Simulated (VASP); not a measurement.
Input for VASP

**KPOINTS**
```
Automatic mesh
0
Gamma
17 17 9
0 0 0
```

### POSCAR
```
Re
4.4595120
  0.3086297676  -0.5345624128   0.0000000000
  0.3086297676   0.5345624128   0.0000000000
  0.0000000000   0.0000000000   1.0000000095
Re
2
direct
  0.3333330000   0.6666670000   0.2500000000
  0.6666670000   0.3333330000   0.7500000000
```

### INCAR
```
ALGO = Normal
EDIFF = 1E-7
ENCUT = 520
GGA = PE
ISIF = 2
ISMEAR = -5
IVDW = 11
LASPH = .TRUE.
LCHARG = .TRUE.
LMAXMIX = 6
LORBIT = 11
LREAL = .FALSE.
LWAVE = .FALSE.
NEDOS = 601
NELM = 100
PREC = Accurate
SYSTEM = Re
```

POTCAR, in this order: Re (PBE.64 set). Program: vasp_std.

### Question
Write an equivalent input for Quantum ESPRESSO's pw.x.

### Answer
One equivalent input (not run):
```
&CONTROL
  calculation = 'scf'
  pseudo_dir = './pseudo'
  outdir = './out'
  tprnfor = .true.
  tstress = .true.
/
&SYSTEM
  ibrav = 0
  nat = 2
  ntyp = 1
  ecutwfc = 72
  occupations = 'tetrahedra'
  input_dft = 'pbe'
  vdw_corr = 'grimme-d3'
  dftd3_version = 3
  dftd3_threebody = .false.
/
&ELECTRONS
  conv_thr = 7.3e-09
  electron_maxstep = 100
/
ATOMIC_SPECIES
  Re 186.207 Re.upf
CELL_PARAMETERS angstrom
     1.3763382   -2.3838875    0.0000000
     1.3763382    2.3838875   -0.0000000
     0.0000000    0.0000000    4.4595120
ATOMIC_POSITIONS crystal
  Re   0.3333330  0.6666670  0.2500000
  Re   0.6666670  0.3333330  0.7500000
K_POINTS automatic
  17 17 9 0 0 0
```
What does not carry over: the potentials are each code's own (VASP's PAW set, PseudoDojo norm-conserving files in pw.x), so ENCUT and ecutwfc are chosen apart and not converted; conv_thr bounds pw.x's estimated SCF error, while EDIFF bounds the energy change between steps.

The compound is Re in the hcp structure. It was relaxed first.
